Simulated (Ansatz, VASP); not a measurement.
This is a calculation of CsRbMg6 for Ansatz 0.2.0.

input.yaml

```yaml
crystal:
  lattice:
    - [5.549269, 0.0, 0.0]
    - [0.0, 3.18567, 8.361789]
    - [0.0, -3.18567, 8.361789]
  atoms:
    - { symbol: Cs, position: [0.5, 0.685436, 0.685436] }
    - { symbol: Rb, position: [0.5, 0.184312, 0.184312] }
    - { symbol: Mg, position: [0.0, 0.866092, 0.866092] }
    - { symbol: Mg, position: [0.0, 0.361534, 0.361534] }
    - { symbol: Mg, position: [0.0, 0.272171, 0.779408] }
    - { symbol: Mg, position: [0.0, 0.779408, 0.272171] }
    - { symbol: Mg, position: [0.5, 0.174441, 0.676603] }
    - { symbol: Mg, position: [0.5, 0.676603, 0.174441] }
hamiltonian:
  xc: pbe
  pseudopotentials: { kind: paw }
kpoints:
  mp_grid: { grid: [5, 5, 5] }
scf:
  occupations: { method: fermi_dirac, width: 0.05 }
output:
  forces: true
  stress: true
  eigenvalues: true
```

Potentials or basis: Ansatz PAW.

Launch:

```console
$ ansatz run input.yaml --threads 4 --pin off --max-ram 10240MiB --backend cpu --events-out ev --progress --plain --runs-dir out
```

Problem. Set up the same calculation for VASP 6.6.1. Potentials there: VASP PAW PBE potentials, release 64 (Cs_sv, Rb_sv, Mg).

Solution. As run (the cutoff follows the program's own potentials):

INCAR

```
PREC     = Accurate       # precision mode
ENCUT    = 520            # plane-wave cutoff, eV
EDIFF    = 1E-7           # SCF threshold, eV
ISMEAR   = -1             # smearing method
SIGMA    = 0.05           # smearing width, eV
LREAL    = False          # projectors in reciprocal space
LASPH    = True           # aspherical terms in the spheres
NELM     = 80             # most SCF steps
ALGO     = Normal         # electronic algorithm
ISIF     = 2              # what is computed and relaxed
LWAVE    = False          # write WAVECAR
LCHARG   = True           # write CHGCAR
GGA      = PE             # functional
LELF     = True           # ELF
LVHAR    = True         
NBANDS   = 25             # bands
```

KPOINTS

```
Automatic mesh
0
Gamma
  5 5 5
```

Contents of POSCAR:

```
CsRbMg6
1.0
    5.5492690000      0.0000000000      0.0000000000
    0.0000000000      3.1856700000      8.3617890000
    0.0000000000     -3.1856700000      8.3617890000
Cs Rb Mg
1 1 6
Direct
    0.5000000000      0.6854360000      0.6854360000
    0.5000000000      0.1843120000      0.1843120000
    0.0000000000      0.8660920000      0.8660920000
    0.0000000000      0.3615340000      0.3615340000
    0.0000000000      0.2721710000      0.7794080000
    0.0000000000      0.7794080000      0.2721710000
    0.5000000000      0.1744410000      0.6766030000
    0.5000000000      0.6766030000      0.1744410000
```

Potentials or basis: VASP PAW PBE potentials, release 64 (Cs_sv, Rb_sv, Mg).

The run is started by

```bash
$ cat potpaw_PBE.64/Cs_sv/POTCAR potpaw_PBE.64/Rb_sv/POTCAR potpaw_PBE.64/Mg/POTCAR > POTCAR
$ mpirun -np 1 vasp_std > vasp.out
```

Both were run:

|  | VASP | Ansatz | Ansatz less VASP |
| --- | --- | --- | --- |
| gap on the k mesh at the Fermi level (eV) | none | none | - |
| pressure (GPa) | -0.2 | -0.2 | +0.03 |
| largest component of the traceless stress (GPa) | 2.49 | 2.48 | -0.014 |
| rms of the force components (eV/Å) | 0.036 | 0.035 | -0.0013 |

Atom by atom the forces differ by 0.003 eV/Å (rms over components). A gap of «none» marks a metal or a gap that the smearing closes. The two sets of potentials don't hold the same shells in valence.

Spin-orbit coupling is left out, which matters for the levels of Cs.
